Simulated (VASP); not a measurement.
```
CELL_PARAMETERS angstrom
      1.95748    -3.37350     0.00000
      1.95748     3.37350     0.00000
      0.00000     0.00000     5.05009
ATOMIC_POSITIONS crystal
  Ni 0.00000 0.00000 0.50000
  Ni 0.00000 0.00000 0.00000
  Sb 0.33395 0.66605 0.25000
  Sb 0.66605 0.33395 0.75000
```

Method: PBEsol GGA, VASP's PBE PAW potentials (set 64) (plane waves; VASP 6.6.1). Numerical set-up: 480 eV cut-off, 8×8×6 Γ-centred mesh, first-order Methfessel-Paxton smearing of 0.10 eV, potentials Ni Sb.

Unless said otherwise, spin-orbit coupling is left out, though it shifts the bands of the heavy elements here.

Question: What does the run give for the energy per atom (σ→0), pressure, band gap (on the k-mesh) with the smallest direct gap where there is one?

Answer: 
```yaml
band gap (on the k-mesh): none (metal, semimetal or under 0.01 eV)
energy per atom (σ→0): -5.668 eV/atom
pressure: 1.36 GPa
```

Only differences to runs with the same potentials and settings are physical.

The compound is NiSb in the NiAs type structure. This cell was strained or had an atom moved on purpose. Symmetry was kept, so distortions that lower it aren't found. The run is not spin-polarised, so no magnetic state was tried.
